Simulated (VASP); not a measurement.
An input for Quantum ESPRESSO's pw.x (written as the equivalent of a VASP run, and not itself run):

```
&CONTROL
  calculation = 'scf'
  pseudo_dir = './pseudo'
  outdir = './out'
  tprnfor = .true.
  tstress = .true.
/
&SYSTEM
  ibrav = 0
  nat = 5
  ntyp = 3
  ecutwfc = 84
  occupations = 'tetrahedra'
  input_dft = 'pbe'
  vdw_corr = 'grimme-d3'
  dftd3_version = 3
  dftd3_threebody = .false.
/
&ELECTRONS
  conv_thr = 7.3e-09
  electron_maxstep = 100
/
ATOMIC_SPECIES
  Ba 137.327 Ba.upf
  Ti 47.867 Ti.upf
  O 15.999 O.upf
CELL_PARAMETERS angstrom
     3.9897154    0.0000000    0.0000000
     0.0000000    3.9897154   -0.0000000
     0.0000000   -0.0000000    4.1420195
ATOMIC_POSITIONS crystal
  Ba   0.0000000  0.0000000  0.0059812
  Ti   0.5000000  0.5000000  0.5248872
  O    0.5000000  0.5000000  0.9666967
  O    0.0000000  0.5000000  0.4832174
  O    0.5000000  0.0000000  0.4832174
K_POINTS automatic
  6 6 6 0 0 0
```

Q: Translate this input to VASP (INCAR, KPOINTS, POSCAR, choice of POTCAR).

A: This is not unique; one that fits is 
File KPOINTS:
```
Automatic mesh
0
Gamma
6 6 6
0 0 0
```

### INCAR
```
SYSTEM = BaTiO3
PREC = Accurate; ENCUT = 520; LREAL = .FALSE.
LASPH = .TRUE.
EDIFF = 1E-7; NELM = 100; ALGO = Normal
LMAXMIX = 4
ISMEAR = -5
GGA = PE; IVDW = 11
ISIF = 2
LWAVE = .FALSE.; LCHARG = .TRUE.; LORBIT = 11
NEDOS = 601
LEFG = .TRUE.
```

**POSCAR**
```
BaTiO3
1
    3.9897154264     0.0000000000     0.0000000000
    0.0000000000     3.9897154264    -0.0000000000
    0.0000000000    -0.0000000000     4.1420194597
Ba Ti O
1 1 3
Direct
  0.0000000000   0.0000000000   0.0059812494
  0.5000000000   0.5000000000   0.5248872271
  0.5000000000   0.5000000000   0.9666967441
  0.0000000000   0.5000000000   0.4832173897
  0.5000000000   0.0000000000   0.4832173897
```

POTCAR, in this order: Ba_sv Ti_sv O (PBE.64 set). Program: vasp_std.

What does not carry over: the potentials are each code's own (VASP's PAW set, PseudoDojo norm-conserving files in pw.x), so ENCUT and ecutwfc are chosen apart and not converted; conv_thr bounds pw.x's estimated SCF error, while EDIFF bounds the energy change between steps; the field gradients of LEFG aren't asked of the other code.

The compound is BaTiO3 in the tetragonal perovskite structure. It was relaxed first.
